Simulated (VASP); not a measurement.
# PbO (Litharge): cell size against the level of theory, part 3 of 3

Which functional gives the lattice of PbO (Litharge) as experiment finds it, and is a dearer one worth its cost? LASPH is on for some levels and off for others; the table marks which. The start is a cell from a database of measured crystal structures.

VASP 6.6.1, plane waves and PAW; the level of theory is named at each step.

So far. Step 3 (Relaxation with LDA): It ends at 19.03 Å³/atom, -4.3 % from the start, with -0.03 GPa left. The conventional cell has a = 3.950 and c = 4.878 Å. Step 4 (Relaxation with r2SCAN): It ends at 21.04 Å³/atom, +5.8 % from the start, with 0.04 GPa left. The conventional cell has a = 3.997 and c = 5.267 Å.

### 5. Relaxation with PBE + D3(BJ)

This step: PBE with D3(BJ); plane waves and PAW (Pb_d, O) (VASP 6.6.1).

A dispersion term adds the long-range attraction that semilocal functionals lack. D3 with Becke-Johnson damping keeps a finite attraction at short range.

The input, INCAR:

```
SYSTEM = PbO
PREC = Accurate
ENCUT = 560
EDIFF = 1E-06
NELM = 100
ISMEAR = -1
SIGMA = 0.05
LREAL = .FALSE.
ALGO = Normal
GGA = PE
IVDW = 12
NBANDS = 26
LORBIT = 11
LWAVE = .FALSE.
LCHARG = .FALSE.
KPAR = 2
IBRION = 2
NSW = 60
ISIF = 3
EDIFFG = -0.01
```

The input, POSCAR:

```
PbO
1.0
    3.9776877762      0.0000000000      0.0000000000
    0.0000000000      3.9776877762      0.0000000000
    0.0000000000      0.0000000000      5.0259000000
Pb O
2 2
Direct
    0.0000000000      0.5000000000      0.7655000000
    0.5000000000      0.0000000000      0.2345000000
    0.5000000000      0.5000000000      0.0000000000
    0.0000000000      0.0000000000      0.0000000000
```

The input, KPOINTS:

```
Automatic mesh
0
Gamma
6 6 5
0 0 0
```

Potentials, in the order of the species: Pb_d and O (PBE family, release 64).

Command:

```bash
$ mpirun -np 2 vasp_std
```

What it wrote:

```text
[... set-up lines as in an earlier step ...]
 entering main loop
       N       E                     dE             d eps       ncg     rms          rms(c)
[... 16 cycles as in an earlier step ...]
   1 F= -.22368798E+02 E0= -.22368798E+02  d E =-.223688E+02
[... from here on, the cycles between the ionic steps are left out ...]
   2 F= -.22371054E+02 E0= -.22371054E+02  d E =-.225560E-02
   3 F= -.22395154E+02 E0= -.22395154E+02  d E =-.263558E-01
   4 F= -.22395148E+02 E0= -.22395148E+02  d E =-.263500E-01
   5 F= -.22395860E+02 E0= -.22395860E+02  d E =-.712001E-03
   6 F= -.22396435E+02 E0= -.22396435E+02  d E =-.128697E-02
   7 F= -.22396567E+02 E0= -.22396567E+02  d E =-.131774E-03
   8 F= -.22396571E+02 E0= -.22396571E+02  d E =-.135504E-03
   9 F= -.22396642E+02 E0= -.22396642E+02  d E =-.708940E-04
  10 F= -.22396831E+02 E0= -.22396831E+02  d E =-.259838E-03
  11 F= -.22397097E+02 E0= -.22397097E+02  d E =-.526250E-03
  12 F= -.22397171E+02 E0= -.22397171E+02  d E =-.599789E-03
  13 F= -.22397217E+02 E0= -.22397216E+02  d E =-.645600E-03
  14 F= -.22397286E+02 E0= -.22397286E+02  d E =-.693401E-04
  15 F= -.22397300E+02 E0= -.22397300E+02  d E =-.836039E-04
[...]
reached required accuracy - stopping structural energy minimisation
```

Elapsed: 5.2 min, on 2 MPI ranks of Intel Xeon Platinum 8259CL at 2.50GHz (Skylake/Cascade Lake), shared host; peak memory 0.47 GiB.

From OUTCAR (step 5):

```text
 Edisp (eV)   -0.93880

 Edisp (eV)   -0.93825

  Total       0.02056     0.02056     0.00561     0.00000     0.00000     0.00000
  in kB       0.40700     0.40700     0.11099     0.00000     0.00000     0.00000
  external pressure =        0.31 kB  Pullay stress =        0.00 kB

 POSITION                                       TOTAL-FORCE (eV/Angst)
 -----------------------------------------------------------------------------------
      0.00000      2.01768      3.78093        -0.000000      0.000000      0.001731
      2.01768      0.00000      1.18851         0.000000      0.000000     -0.001731
      2.01768      2.01768      0.00000        -0.000000     -0.000000      0.000000
      0.00000      0.00000      0.00000        -0.000000      0.000000      0.000000
 -----------------------------------------------------------------------------------
    total drift:                                0.000000     -0.000000     -0.000000

  FREE ENERGIE OF THE ION-ELECTRON SYSTEM (eV)
  ---------------------------------------------------
  free  energy   TOTEN  =       -22.3973001331 eV

  energy  without entropy=      -22.3972999477  energy(sigma->0) =      -22.39730004

[... 2 parts as in an earlier step ...]

[... 2 further parts left out ...]
[key lines of the parts left out:]
E-fermi :   5.4998
```

Relaxation path:

| step | energy less that of the first step (eV) | largest force (eV/Å) | pressure (GPa) | volume (Å³) |
| --- | --- | --- | --- | --- |
| 1 | 0.0000 | 0.5270 | 2.97 | 79.52 |
| 2 | -0.0023 | 0.5397 | -2.49 | 83.84 |
| 3 | -0.0264 | 0.0380 | 0.01 | 81.67 |
| 4 | -0.0263 | 0.0288 | 0.05 | 81.63 |
| 5 | -0.0271 | 0.0041 | 0.05 | 81.69 |
| 6 | -0.0276 | 0.0422 | 0.01 | 81.82 |
| 7 | -0.0278 | 0.0081 | -0.16 | 81.85 |
| 8 | -0.0278 | 0.0005 | -0.21 | 81.85 |
| 9 | -0.0278 | 0.0032 | -0.21 | 81.80 |
| 10 | -0.0280 | 0.0093 | -0.21 | 81.66 |
| 11 | -0.0283 | 0.0205 | -0.18 | 81.37 |
| 12 | -0.0284 | 0.0437 | -0.12 | 80.79 |
| 13 | -0.0284 | 0.0326 | -0.15 | 81.04 |
| 14 | -0.0285 | 0.0121 | 0.06 | 80.87 |
| 15 | -0.0285 | 0.0017 | 0.03 | 80.92 |

| conventional cell, symmetrised | before | after | change |
| --- | --- | --- | --- |
| a (Å) | 3.978 | 4.035 | +1.5 % |
| b (Å) | 3.978 | 4.035 | +1.5 % |
| c (Å) | 5.026 | 4.969 | -1.1 % |
| volume (Å³/atom) | 19.88 | 20.23 | +1.8 % |

The atoms that moved most (Å, as changes of fractional coordinates times the final cell):

| atom | dx | dy | dz | length |
| --- | --- | --- | --- | --- |
| Pb2 | 0.000 | 0.000 | 0.023 | 0.023 |
| Pb1 | 0.000 | 0.000 | -0.023 | 0.023 |

Final coordinates:

```cif
data_structure
_symmetry_space_group_name_H-M 'P 1'
_symmetry_Int_Tables_number 1
_cell_length_a 4.0354
_cell_length_b 4.0354
_cell_length_c 4.9694
_cell_angle_alpha 90.000
_cell_angle_beta 90.000
_cell_angle_gamma 90.000
_cell_volume 80.92
loop_
_atom_site_label
_atom_site_type_symbol
_atom_site_fract_x
_atom_site_fract_y
_atom_site_fract_z
_atom_site_occupancy
Pb1 Pb 0.00000 0.50000 0.76084 1
Pb2 Pb 0.50000 0.00000 0.23916 1
O3 O 0.50000 0.50000 0.00000 1
O4 O 0.00000 0.00000 0.00000 1
```

It ends at 20.23 Å³/atom, +1.8 % from the start, with 0.03 GPa left. The conventional cell has a = 4.035 and c = 4.969 Å. Against plain PBE, the dispersion term moves a by -0.6 % and c by -9.4 %.

### 6. The cells as a table

This step: relaxed cells at several levels; plane waves and PAW (VASP 6.6.1).

Derived from the runs above.

Lengths are those of the conventional cell; cost is the wall time of each run, as given at its step, times its ranks, without the set-up around it; LASPH differs between rows, which moves results and costs too. Results by level, by row:

| level | volume (Å³/atom) | change from the start (%) | a (Å) | c (Å) | cost (core minutes) | LASPH |
| --- | --- | --- | --- | --- | --- | --- |
| PBE | 22.59 | 13.6 | 4.059 | 5.486 | 12.8 | off |
| LDA | 19.03 | -4.3 | 3.95 | 4.878 | 8.8 | off |
| r2SCAN | 21.04 | 5.8 | 3.997 | 5.267 | 31 | on |
| PBE + D3(BJ) | 20.23 | 1.8 | 4.035 | 4.969 | 10.4 | off |

### 7. Summary of results

```
volume, PBE          : 22.59 Å³/atom
volume, LDA          : 19.03 Å³/atom
volume, r2SCAN       : 21.04 Å³/atom
volume, PBE + D3(BJ) : 20.23 Å³/atom
```

In words: For PbO (Litharge) the levels give volumes between 19.03 Å³/atom (LDA) and 22.59 Å³/atom (PBE), a spread of 18.7 %, while the cost of the finished runs spans a factor of 3.5. Against the volume of the start, a cell from experiment, PBE + D3(BJ) comes nearest (+1.8 %) and PBE lies farthest (+13.6 %); thermal expansion is in that cell alone. Within 2 % of it: PBE + D3(BJ). The costs hold the number of ionic steps as well as the price of the functional. Against the listed lengths the levels give a from -0.7 % to +2.0 % and c from -2.9 % to +9.2 %. Adding D3(BJ) to PBE changes the volume by -10.4 % (a by -0.6 % and c by -9.4 %). The bonds form layers, and the correction acts mostly on one axis: the spacing that dispersion holds. Within 0.02 Å all end in space group P4/nmm; the runs can't lower the symmetry of the start. Spin-orbit coupling is left out. LASPH is on for some levels and off for others, so differences between them are not the functional's alone. Each is a single relaxation on the plane waves of the start cell, so larger changes of volume carry a basis-set error that was not tested here. Zero-point and thermal expansion are not included.

[Lines on the potential files, build, host, timing and source positions are cut from VASP's logs without a mark.]

[Logs are printed without paths, hosts, clocks, repeated set-up lines and the standing remarks that a program may print on its own settings, such as how far it seeks lower states.]

[Hosts, paths, dates, database ids (printed as entryN), source tags and the programs' standing remarks are cut or masked in the printed files.]

[A measured line is paired with the nearest computed mode of its activity, which favours agreement.]
